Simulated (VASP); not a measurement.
A convergence study with VASP on CuI (zinc blende): one setting is varied, all else stays as given below, so the limit is that of these other settings.

```yaml
crystal:
  lattice:
    - [0.00000, 3.02500, 3.02500]
    - [3.02500, 0.00000, 3.02500]
    - [3.02500, 3.02500, 0.00000]
  atoms:
    - { symbol: Cu, position: [0.00000, 0.00000, 0.00000] }
    - { symbol: I, position: [0.25000, 0.25000, 0.25000] }
```

All values below come from PBE GGA, VASP's PBE PAW potentials (set 64) (plane waves; VASP). The tightest run used: 550 eV cut-off, 13×13×13 Monkhorst-Pack mesh, Gaussian smearing of 0.050 eV, potentials Cu I.

The settings run are 1×1×1 mesh; 2×2×2 mesh; 3×3×3 mesh; 4×4×4 mesh; 5×5×5 mesh; 6×6×6 mesh; 7×7×7 mesh; 8×8×8 mesh; 9×9×9 mesh; 10×10×10 mesh; 11×11×11 mesh; 12×12×12 mesh; 13×13×13 mesh. From which on does the energy per atom stay within 0.01 eV/atom of the tightest run?

From 4×4×4 mesh on: it is off by 0.0001 there and by no more than 0.01 in any finer run, while 3×3×3 mesh is off by 0.0796.
```tsv
setting	E (eV/atom)	pressure (GPa)	irreducible k-points	difference judged (eV/atom)
1×1×1 mesh	2.6518	46.99	1	5.4324
2×2×2 mesh	-2.7647	0.85	2	0.0159
3×3×3 mesh	-2.7010	1.65	4	0.0796
4×4×4 mesh	-2.7805	0.64	10	0.0001
5×5×5 mesh	-2.7762	0.71	10	0.0044
6×6×6 mesh	-2.7806	0.64	28	0.0000
7×7×7 mesh	-2.7802	0.64	20	0.0004
8×8×8 mesh	-2.7806	0.64	60	0.0000
9×9×9 mesh	-2.7806	0.64	35	0.0000
10×10×10 mesh	-2.7806	0.64	110	0.0000
11×11×11 mesh	-2.7806	0.64	56	0.0000
12×12×12 mesh	-2.7806	0.64	182	0.0000
13×13×13 mesh	-2.7806	0.64	84	0.0000
```

Left out are rungs that failed or repeat a setting and relaxations that didn't move; long series are thinned to 24 rows.

The compound is CuI in the zinc blende structure. The cell was not relaxed at this level.
